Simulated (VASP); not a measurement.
Computed with PBE GGA with D3 dispersion (zero damping), VASP's PBE PAW potentials (set 64) (plane waves; VASP 6.6.1).

VASP ran on this input.

File POSCAR:
```
FePt
1.0
  2.7200000000   0.0000000000   0.0000000000
  0.0000000000   2.7200000000   0.0000000000
  0.0000000000   0.0000000000   3.7100000000
Fe Pt
1 1
Direct
  0.0000000000   0.0000000000   0.0000000000
  0.5000000000   0.5000000000   0.5000000000
```

### INCAR
```
# general
SYSTEM  = FePt
PREC    = Accurate
ENCUT   = 520
LREAL   = .FALSE.
LASPH   = .TRUE.   # aspherical one-centre terms

# electronic loop
EDIFF   = 1E-6   # SCF stop (eV)
NELM    = 100   # most electronic steps
ALGO    = Normal
LMAXMIX = 6   # l cut-off of mixed one-centre charges

# smearing
ISMEAR  = 1   # Methfessel-Paxton
SIGMA   = 0.1

# functional
GGA     = PE   # PBE
IVDW    = 11   # D3, zero damping

# spin
ISPIN   = 2
MAGMOM  = 3.0 0.0

# ions
IBRION  = 2
NSW     = 60   # most ionic steps
ISIF    = 3
EDIFFG  = -0.01   # ionic stop

# output
LWAVE   = .FALSE.
LCHARG  = .FALSE.
LORBIT  = 10
```

### KPOINTS
```
Automatic mesh
0
Gamma
12 12 9
0 0 0
```

POTCAR, in this order: Fe Pt (PBE.64 set). Program: vasp_std.

What will the output report for the number of irreducible k-points (NKPTS), largest plane-wave count, number of space-group operations, FFT grid (NGX, NGY, NGZ)?

| Property | Result |
|---|---|
| number of irreducible k-points (NKPTS) | 140 |
| largest plane-wave count | 756 |
| number of space-group operations | 16 |
| FFT grid (NGX, NGY, NGZ) | 20 × 20 × 28 |

The compound is FePt in the L1_0 structure. This run relaxes it. Symmetry was kept, so distortions that lower it aren't found.
